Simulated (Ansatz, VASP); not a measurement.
# GaN in two plane-wave programs, part 2 of 2

Wanted: the spread between two codes on one cell, functional and k mesh. The structure shown comes from an earlier Ansatz run, which isn't shown and may have moved the atoms alone.

VASP 6.6.1 and Ansatz 0.2.0.

So far: Set-up; Ansatz: elastic constants, LDA.

## Step 3: VASP: elastic constants, LDA

Level of this step: LDA; plane waves and PAW (Ga_d, N) (VASP).

The same cell, functional (in two slightly different forms) and mesh now go to VASP, with its own data sets.

Lines of VASP's logs that name or quote its potential files are left out, and so is its time.

INCAR reads:

```
SYSTEM = GaN
PREC = Accurate
ENCUT = 600
EDIFF = 1E-08
NELM = 120
ISMEAR = 0
SIGMA = 0.01
LREAL = .FALSE.
ALGO = Normal
GGA = CA
NBANDS = 24
LORBIT = 11
LWAVE = .FALSE.
LCHARG = .FALSE.
ISIF = 3
IBRION = 6
NFREE = 2
POTIM = 0.015
NSW = 1
LASPH = .TRUE.
GGA_COMPAT = .FALSE.
EFERMI = MIDGAP
KPAR = 2
```

POSCAR reads:

```
GaN
1.0
    3.1911292655      0.0000000000      0.0000000000
   -1.5955646327      2.7635990107      0.0000000000
    0.0000000000      0.0000000000      5.2063983844
Ga N
2 2
Direct
    0.3333333333      0.6666666667      0.9994634627
    0.6666666667      0.3333333333      0.4994634627
    0.3333333333      0.6666666667      0.3755365373
    0.6666666667      0.3333333333      0.8755365373
```

KPOINTS reads:

```
Automatic mesh
0
Gamma
6 6 4
0 0 0
```

PAW data sets: Ga_d and N (LDA family, release 64).

The run is started by

```sh
$ mpirun -np 2 vasp_std
```

Numbers of over 12 decimals in the logs are rounded to 6 here.

Output:

```text
[banner, memory and clock lines left out]
running    2 mpi-ranks, on    1 nodes
 distrk:  each k-point on    1 cores,    2 groups
 distr:  one band on    1 cores,    1 groups

 POSCAR found type information on POSCAR GaN
 POSCAR found :  2 types and       4 ions
 LDA part: xc-table for (Slater(with rela. corr.)+CA(PZ))
 , standard interpolation
 POSCAR, INCAR and KPOINTS ok, starting setup
 FFT: planning ... GRIDC
 FFT: planning ... GRID_SOFT
 FFT: planning ... GRID
 WAVECAR not read
 entering main loop
       N       E                     dE             d eps       ncg     rms          rms(c)
DAV:   1     0.283789701165E+03    0.28379E+03   -0.19660E+04  1112   0.303E+03
DAV:   2     0.238973871221E+01   -0.28140E+03   -0.27033E+03  1128   0.546E+02
DAV:   3    -0.308735969671E+02   -0.33263E+02   -0.32937E+02  1168   0.148E+02
DAV:   4    -0.318855542128E+02   -0.10120E+01   -0.10094E+01  1280   0.283E+01
DAV:   5    -0.319036058179E+02   -0.18052E-01   -0.18048E-01  1192   0.336E+00    0.106E+01
DAV:   6    -0.279086098630E+02    0.39950E+01   -0.12822E+01  1744   0.537E+01    0.313E+00
DAV:   7    -0.279387643195E+02   -0.30154E-01   -0.12970E+00  1048   0.908E+00    0.254E+00
DAV:   8    -0.279016167551E+02    0.37148E-01   -0.29513E-01  1680   0.596E+00    0.117E+00
DAV:   9    -0.278781492720E+02    0.23467E-01   -0.82188E-02  1672   0.448E+00    0.362E-01
DAV:  10    -0.278788255247E+02   -0.67625E-03   -0.66174E-03  1104   0.586E-01    0.134E-01
DAV:  11    -0.278786644167E+02    0.16111E-03   -0.11893E-03  1504   0.630E-01    0.590E-02
DAV:  12    -0.278786777226E+02   -0.13306E-04   -0.11896E-04  1064   0.729E-02    0.722E-02
DAV:  13    -0.278786751639E+02    0.25586E-05   -0.22433E-06  1488   0.124E-02    0.765E-02
DAV:  14    -0.278786662332E+02    0.89307E-05   -0.41802E-06  1616   0.208E-02    0.591E-02
DAV:  15    -0.278786627736E+02    0.34596E-05   -0.18086E-06  1624   0.128E-02    0.505E-02
DAV:  16    -0.278786571722E+02    0.56014E-05   -0.43477E-06  1688   0.255E-02    0.340E-02
DAV:  17    -0.278786536987E+02    0.34734E-05   -0.72336E-06  1728   0.309E-02    0.117E-02
DAV:  18    -0.278786534450E+02    0.25376E-06   -0.17754E-06  1528   0.101E-02    0.336E-03
DAV:  19    -0.278786534101E+02    0.34882E-07   -0.12359E-07  1472   0.307E-03    0.146E-03
DAV:  20    -0.278786534042E+02    0.58708E-08   -0.45637E-08  1248   0.193E-03
   1 F= -.27878653E+02 E0= -.27878653E+02  d E =0.000000E+00
[... from here on, the cycles between the ionic steps are left out ...]
   2 F= -.27840184E+02 E0= -.27840184E+02  d E =0.000000E+00
   3 F= -.27892314E+02 E0= -.27892314E+02  d E =0.000000E+00
  13 F= -.27875176E+02 E0= -.27875176E+02  d E =0.000000E+00
  14 F= -.27877232E+02 E0= -.27877232E+02  d E =0.000000E+00
  15 F= -.27877232E+02 E0= -.27877232E+02  d E =0.000000E+00
  16 F= -.27876152E+02 E0= -.27876152E+02  d E =0.000000E+00
  17 F= -.27876819E+02 E0= -.27876819E+02  d E =0.000000E+00
  18 F= -.27877212E+02 E0= -.27877212E+02  d E =0.000000E+00
  19 F= -.27877212E+02 E0= -.27877212E+02  d E =0.000000E+00
  20 F= -.27877050E+02 E0= -.27877050E+02  d E =0.000000E+00
 Finite differences progress:
  Degree of freedom:  10/ 10
  Displacement:        1/  2
  Total:              19/ 20
 bond charge predicted
       N       E                     dE             d eps       ncg     rms          rms(c)
DAV:   1    -0.278736923009E+02    0.33579E-02   -0.32493E+00  1176   0.977E+00    0.202E-01
DAV:   2    -0.278767279203E+02   -0.30356E-02   -0.49000E-02  1464   0.312E+00    0.115E-01
DAV:   3    -0.278763961542E+02    0.33177E-03   -0.29399E-03  1288   0.541E-01    0.400E-02
DAV:   4    -0.278763958592E+02    0.29507E-06   -0.46832E-04  1424   0.175E-01    0.174E-02
DAV:   5    -0.278763937341E+02    0.21250E-05   -0.22748E-05  1376   0.881E-02    0.106E-02
DAV:   6    -0.278763928470E+02    0.88716E-06   -0.44106E-06  1480   0.234E-02    0.291E-03
DAV:   7    -0.278763928197E+02    0.27240E-07   -0.64240E-07  1280   0.120E-02    0.691E-04
DAV:   8    -0.278763928265E+02   -0.67157E-08   -0.13313E-07  1792   0.924E-03    0.365E-04
DAV:   9    -0.278763928256E+02    0.87948E-09   -0.11858E-08   752   0.211E-03
  21 F= -.27876393E+02 E0= -.27876393E+02  d E =0.000000E+00
 Finite differences progress:
  Degree of freedom:  10/ 10
  Displacement:        2/  2
  Total:              20/ 20
```

Parts of OUTCAR (step 3):

```text
ion  position               nearest neighbor table
   1  0.333  0.667  0.999-   4 1.95   4 1.95   4 1.95   3 1.96
   2  0.667  0.333  0.499-   3 1.95   3 1.95   3 1.95   4 1.96
   3  0.333  0.667  0.376-   2 1.95   2 1.95   2 1.95   1 1.96
   4  0.667  0.333  0.876-   1 1.95   1 1.95   1 1.95   2 1.96

  LATTYP: Found a hexagonal cell.
 ALAT       =     3.1911292655
 C/A-ratio  =     1.6315222453

 Subroutine GETGRP returns: Found 12 space group operations
 (whereof  6 operations were pure point group operations)

The static configuration has the point symmetry C_3v.
 The point group associated with its full space group is C_6v.

 Found     21 irreducible k-points:

   k-points           NKPTS =     21   k-points in BZ     NKDIM =     21   number of bands    NBANDS=     24

   dimension x,y,z NGX =    28 NGY =   28 NGZ =   42
   dimension x,y,z NGXF=    56 NGYF=   56 NGZF=   84

   ENCUT  =  600.0 eV  44.10 Ry    6.64 a.u.   6.37  6.37 10.40*2*pi/ulx,y,z

   NELECT =      36.0000    total number of electrons

 k-points in reciprocal lattice and weights: Automatic mesh
   0.00000000  0.00000000  0.00000000       0.007
   0.16666667 -0.00000000  0.00000000       0.042
   0.33333333 -0.00000000  0.00000000       0.042
   0.50000000  0.00000000  0.00000000       0.021
   0.16666667  0.16666667  0.00000000       0.042
   0.33333333  0.16666667  0.00000000       0.083
   0.33333333  0.33333333  0.00000000       0.014
   0.00000000  0.00000000  0.25000000       0.014
   0.16666667 -0.00000000  0.25000000       0.083
[...]
0.33333333  0.16666667  0.50000000       0.083
   0.33333333  0.33333333  0.50000000       0.014

 average (electrostatic) potential at core
       1 -64.7707       2 -64.7900       3 -62.0159       4 -62.0210

 E-fermi :   5.9660

 k-point     1 :       0.0000    0.0000    0.0000
  band No.  band energies     occupation
    ...
     14       3.9862      2.00000
     15       3.9862      2.00000
     16       4.9459      2.00000
     17       5.0293      2.00000
     18       5.0293      2.00000
     19       6.9026      0.00000
     20       9.1741      0.00000
     21      14.0026      0.00000
     22      14.7077      0.00000
     23      14.7077      0.00000
    ...

 k-point     2 :       0.1667   -0.0000    0.0000
  band No.  band energies     occupation
    ...
     14       2.2932      2.00000
     15       3.3093      2.00000
     16       3.4761      2.00000
     17       4.6601      2.00000
     18       4.7890      2.00000
     19       8.3941      0.00000
     20      10.4361      0.00000
     21      12.9711      0.00000
     22      13.7571      0.00000
     23      15.2388      0.00000
    ...

 k-point     3 :       0.3333   -0.0000    0.0000
  band No.  band energies     occupation
    ...
     14       0.1103      2.00000
     15       1.1167      2.00000
     16       2.6419      2.00000
     17       3.7121      2.00000
     18       4.2853      2.00000
     19       9.7724      0.00000
     20      10.6051      0.00000
     21      11.5515      0.00000
     22      13.2678      0.00000
     23      15.1215      0.00000
    ...

  Total       -1.8377433     -1.8377433     -1.6774306     -0.0000000      0.0000000      0.0000000
  in kB      -64.1266580    -64.1266580    -58.5326690     -0.0000000      0.0000000      0.0000000
  external PRESSURE =     -62.2619950 kB  Pullay stress =       0.0000000 kB

  energy-cutoff  :      600.00
  volume of cell :       45.92
      direct lattice vectors                 reciprocal lattice vectors
     3.191129265  0.000000000  0.000000000     0.313368691  0.180923498  0.000000000
    -1.595564633  2.763599011  0.000000000     0.000000000  0.361846996  0.000000000
     0.000000000  0.000000000  5.206398384     0.000000000  0.000000000  0.192071356

 POSITION                                       TOTAL-FORCE (eV/Angst)
 -----------------------------------------------------------------------------------
     -0.00000      1.84240      5.20360        -0.000000      0.000000     -0.119658
      1.59556      0.92120      2.60041         0.000000      0.000000     -0.096454
     -0.00000      1.84240      1.94019        -0.000000      0.000000      0.284289
      1.59556      0.92120      4.55839        -0.000000      0.000000     -0.068177
 -----------------------------------------------------------------------------------
    total drift:                                0.000000      0.000000     -0.000420

  FREE ENERGIE OF THE ION-ELECTRON SYSTEM (eV)
  ---------------------------------------------------
  free  energy   TOTEN  =       -27.8763928256 eV

  energy  without entropy=      -27.8763928256  energy(sigma->0) =      -27.87639283

  SYMMETRIZED ELASTIC MODULI (kBar)
 Direction    XX          YY          ZZ          XY          YZ          ZX
 --------------------------------------------------------------------------------
 XX        3919.1560    921.9004    569.9828      0.0000      0.0000      0.0000
 YY         921.9004   3919.1560    569.9828      0.0000      0.0000      0.0000
 ZZ         569.9828    569.9828   4269.4611      0.0000      0.0000      0.0000
 XY           0.0000      0.0000      0.0000   1498.6278      0.0000     -0.0000
 YZ          -0.0000      0.0000      0.0000      0.0000   1079.9185      0.0000
 ZX           0.0000      0.0000      0.0000      0.0000      0.0000   1079.9185
 --------------------------------------------------------------------------------

 Eigenvectors and eigenvalues of the dynamical matrix
 ----------------------------------------------------

   1 f  =   20.058965 THz   126.034195 2PiTHz  669.095056 cm-1    82.957177 meV
             X         Y         Z           dx          dy          dz
     -0.000000  1.842399  5.203605    -0.000000   -0.000000    0.021674
      1.595565  0.921200  2.600406    -0.000000   -0.000000   -0.021674
     -0.000000  1.842399  1.955193    -0.000000   -0.000000   -0.706775
      1.595565  0.921200  4.558392     0.000000    0.000000    0.706775

   2 f  =   16.190994 THz   101.731018 2PiTHz  540.073441 cm-1    66.960542 meV
             X         Y         Z           dx          dy          dz
     -0.000000  1.842399  5.203605     0.138906    0.194030    0.000000
      1.595565  0.921200  2.600406    -0.138906   -0.194030   -0.000000
     -0.000000  1.842399  1.955193     0.387465    0.541229    0.000000
      1.595565  0.921200  4.558392    -0.387465   -0.541229    0.000000

   3 f  =   16.190994 THz   101.731018 2PiTHz  540.073441 cm-1    66.960542 meV
             X         Y         Z           dx          dy          dz
     -0.000000  1.842399  5.203605     0.194030   -0.138906    0.000000
      1.595565  0.921200  2.600406    -0.194030    0.138906    0.000000
     -0.000000  1.842399  1.955193     0.541229   -0.387465   -0.000000
      1.595565  0.921200  4.558392    -0.541229    0.387465   -0.000000

   4 f  =   15.996049 THz   100.506140 2PiTHz  533.570761 cm-1    66.154313 meV
             X         Y         Z           dx          dy          dz
     -0.000000  1.842399  5.203605    -0.168395   -0.235219   -0.000000
      1.595565  0.921200  2.600406    -0.168395   -0.235219    0.000000
     -0.000000  1.842399  1.955193     0.375592    0.524639   -0.000000
      1.595565  0.921200  4.558392     0.375592    0.524639   -0.000000

   5 f  =   15.996049 THz   100.506140 2PiTHz  533.570761 cm-1    66.154313 meV
             X         Y         Z           dx          dy          dz
     -0.000000  1.842399  5.203605     0.235219   -0.168395    0.000000
      1.595565  0.921200  2.600406     0.235219   -0.168395    0.000000
     -0.000000  1.842399  1.955193    -0.524639    0.375592   -0.000000
      1.595565  0.921200  4.558392    -0.524639    0.375592   -0.000000

   6 f  =   15.404612 THz    96.790033 2PiTHz  513.842555 cm-1    63.708329 meV
             X         Y         Z           dx          dy          dz
     -0.000000  1.842399  5.203605     0.000000    0.000000    0.289071
      1.595565  0.921200  2.600406     0.000000    0.000000    0.289071
     -0.000000  1.842399  1.955193    -0.000000   -0.000000   -0.645320
      1.595565  0.921200  4.558392    -0.000000   -0.000000   -0.645320

   7 f  =    9.757670 THz    61.309248 2PiTHz  325.480834 cm-1    40.354462 meV
             X         Y         Z           dx          dy          dz
     -0.000000  1.842399  5.203605     0.000000    0.000000   -0.706775
      1.595565  0.921200  2.600406    -0.000000   -0.000000    0.706775
     -0.000000  1.842399  1.955193     0.000000    0.000000   -0.021674
      1.595565  0.921200  4.558392     0.000000   -0.000000    0.021674

   8 f  =    4.221027 THz    26.521494 2PiTHz  140.798301 cm-1    17.456757 meV
             X         Y         Z           dx          dy          dz
     -0.000000  1.842399  5.203605     0.387465    0.541229    0.000000
      1.595565  0.921200  2.600406    -0.387465   -0.541229    0.000000
     -0.000000  1.842399  1.955193    -0.138905   -0.194030    0.000000
      1.595565  0.921200  4.558392     0.138905    0.194030    0.000000

   9 f  =    4.221027 THz    26.521494 2PiTHz  140.798301 cm-1    17.456757 meV
             X         Y         Z           dx          dy          dz
     -0.000000  1.842399  5.203605     0.541229   -0.387465   -0.000000
      1.595565  0.921200  2.600406    -0.541229    0.387465   -0.000000
     -0.000000  1.842399  1.955193    -0.194030    0.138905    0.000000
      1.595565  0.921200  4.558392     0.194030   -0.138905   -0.000000

  10 f/i=    0.002137 THz     0.013428 2PiTHz    0.071289 cm-1     0.008839 meV
             X         Y         Z           dx          dy          dz
     -0.000000  1.842399  5.203605     0.000000    0.000000    0.645320
      1.595565  0.921200  2.600406     0.000000    0.000000    0.645320
     -0.000000  1.842399  1.955193     0.000000    0.000000    0.289071
      1.595565  0.921200  4.558392     0.000000    0.000000    0.289071

  11 f/i=    0.003031 THz     0.019042 2PiTHz    0.101092 cm-1     0.012534 meV
             X         Y         Z           dx          dy          dz
     -0.000000  1.842399  5.203605     0.391620    0.512786   -0.000000
      1.595565  0.921200  2.600406     0.391620    0.512786   -0.000000
     -0.000000  1.842399  1.955193     0.175581    0.229905   -0.000000
      1.595565  0.921200  4.558392     0.175581    0.229905   -0.000000

  12 f/i=    0.003031 THz     0.019042 2PiTHz    0.101092 cm-1     0.012534 meV
             X         Y         Z           dx          dy          dz
     -0.000000  1.842399  5.203605    -0.512786    0.391620   -0.000000
      1.595565  0.921200  2.600406    -0.512786    0.391620   -0.000000
     -0.000000  1.842399  1.955193    -0.229905    0.175581   -0.000000
      1.595565  0.921200  4.558392    -0.229905    0.175581   -0.000000

 ELASTIC MODULI CONTR FROM IONIC RELAXATION (kBar)
 Direction    XX          YY          ZZ          XY          YZ          ZX
 --------------------------------------------------------------------------------
 XX        -504.6066    239.6952    247.0952     -0.0000      0.0000      0.0000
 YY         239.6952   -504.6066    247.0952     -0.0000     -0.0000     -0.0000
 ZZ         247.0952    247.0952   -460.9544      0.0000     -0.0000     -0.0000
 XY          -0.0000     -0.0000      0.0000   -372.1509     -0.0000      0.0000
 YZ           0.0000     -0.0000     -0.0000     -0.0000   -131.8546     -0.0000
 ZX           0.0000     -0.0000     -0.0000      0.0000     -0.0000   -131.8546
 --------------------------------------------------------------------------------

 TOTAL ELASTIC MODULI (kBar)
 Direction    XX          YY          ZZ          XY          YZ          ZX
 --------------------------------------------------------------------------------
 XX        3414.5495   1161.5956    817.0780      0.0000      0.0000      0.0000
 YY        1161.5956   3414.5495    817.0780      0.0000     -0.0000     -0.0000
 ZZ         817.0780    817.0780   3808.5068      0.0000     -0.0000     -0.0000
 XY           0.0000      0.0000      0.0000   1126.4769     -0.0000      0.0000
 YZ           0.0000     -0.0000     -0.0000     -0.0000    948.0639      0.0000
 ZX           0.0000     -0.0000     -0.0000      0.0000      0.0000    948.0639
 --------------------------------------------------------------------------------

 total charge
# of ion       s       p       d       tot
------------------------------------------
    1        0.795   0.903  10.175  11.873
    2        0.795   0.903  10.175  11.873
    3        1.206   2.483   0.000   3.689
    4        1.206   2.483   0.000   3.689
--------------------------------------------------
tot          4.003   6.771  20.349  31.124

[... 3 further parts left out ...]
```

CONTCAR:

```
GaN
   1.00000000000000
     3.1911292654999999    0.0000000000000000    0.0000000000000000
    -1.5955646326999999    2.7635990107000001    0.0000000000000000
     0.0000000000000000    0.0000000000000000    5.2063983843999999
  Ga              N
     2     2
Direct
     0.3333333332999970    0.6666666667000030    0.9994634626999996
     0.6666666667000030    0.3333333332999970    0.4994634626999996
     0.3333333332999970    0.6666666667000030    0.3726554669529933
     0.6666666667000030    0.3333333332999970    0.8755365373000004
```

Levels, forces or a CONTCAR printed for this step are those of its last displaced cell, not of the structure at rest.

## Step 4: Side by side

Known differences besides the potentials themselves: the two LDA forms differ slightly; fixed occupations in Ansatz, narrow Gaussian smearing in VASP; the cutoff is 260 eV in Ansatz and 600 eV in VASP; VASP's log shows a relativistic correction to its local exchange, Ansatz's none; VASP takes each elastic constant from one size of strain, Ansatz from those that its log lists; Ansatz's log warns that its cutoff lies below the recommended one. Total energies have different zeros and are not compared.

The two programs side by side:

```
 quantity  Ansatz   VASP  difference
C11 (GPa)   438.4  341.4    +28.39 %
C22 (GPa)   438.4  341.4    +28.39 %
C33 (GPa)   421.6  380.9    +10.69 %
C12 (GPa)   183.4  116.2    +57.87 %
C13 (GPa)   120.4   81.7    +47.32 %
C23 (GPa)   120.4   81.7    +47.32 %
C44 (GPa)   107.4   94.8    +13.26 %
C55 (GPa)   107.4   94.8    +13.26 %
C66 (GPa)   127.5  112.7    +13.18 %
```

## Step 5: Outcome

| Item | Value |
| --- | --- |
| difference in C12 (elastic constants, LDA) | 58 % |

**Reading.** The difference in C12 is 58 % (elastic constants, LDA), beyond the 5 % picked in this series as the mark of a large difference. Ansatz's own log doubts the convergence of its elastic constants, LDA run, which may account for the difference. How closely two codes agree says nothing of how well the functional describes the real material.

[Lines on the potential files, build, host, timing and source positions are cut from VASP's logs without a mark.]

[Logs are printed without paths, hosts, clocks, repeated set-up lines and the standing remarks that a program may print on its own settings, such as how far it seeks lower states.]

[Hosts, paths, dates, database ids (printed as entryN), source tags and the programs' standing remarks are cut or masked in the printed files.]
